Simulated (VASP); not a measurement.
Level of theory: r2SCAN+rVV10, VASP's PBE PAW potentials (set 64) (plane waves; VASP).

Input for VASP

POSCAR:
```
BP
1
    0.0000000000     2.2405592290     2.2405592290
    2.2405592290     0.0000000000     2.2405592290
    2.2405592290     2.2405592290     0.0000000000
B P
1 1
Direct
  0.0000000000   0.0000000000   0.0000000000
  0.2500000000   0.2500000000   0.2500000000
```

### KPOINTS
```
Automatic mesh
0
Gamma
 10 10 10
0 0 0
```

INCAR:
```
SYSTEM = BP
PREC = Accurate; ENCUT = 520; LREAL = .FALSE.
LASPH = .TRUE.
EDIFF = 1E-7; NELM = 100; ALGO = Normal
LMIXTAU = .TRUE.
ISMEAR = 0; SIGMA = 0.05
METAGGA = R2SCAN; LUSE_VDW = .TRUE.; BPARAM = 11.95
CPARAM = 0.0093
ISIF = 2
LWAVE = .FALSE.; LCHARG = .FALSE.
```

POTCAR, in this order: B P (PBE.64 set). Program: vasp_std.

Task: Predict the energy per atom (σ→0), pressure.

Result: 
| Property | Value |
|---|---|
| energy per atom (σ→0) | -8.607 eV/atom |
| pressure | 5.56 GPa |

**OSZICAR**
```
...
DAV:  14    -0.172139321647E+02   -0.79096E-05   -0.13134E-05  1056   0.349E-02    0.199E-02
DAV:  15    -0.172139654661E+02   -0.33301E-04   -0.19260E-05  1064   0.508E-02    0.927E-03
DAV:  16    -0.172139850903E+02   -0.19624E-04   -0.97102E-06   768   0.330E-02    0.261E-03
DAV:  17    -0.172139843219E+02    0.76839E-06   -0.70498E-07   936   0.939E-03    0.674E-04
DAV:  18    -0.172139848780E+02   -0.55606E-06   -0.55313E-08   424   0.244E-03    0.380E-04
DAV:  19    -0.172139847034E+02    0.17452E-06   -0.11355E-08   376   0.121E-03    0.411E-04
DAV:  20    -0.172139847904E+02   -0.86986E-07   -0.40180E-09   376   0.490E-04
   1 F= -.17213985E+02 E0= -.17213985E+02  d E =-.145709E-17
```

The compound is BP in the zinc blende structure. This cell is one point of a volume scan, at 0.97 of the reference volume.
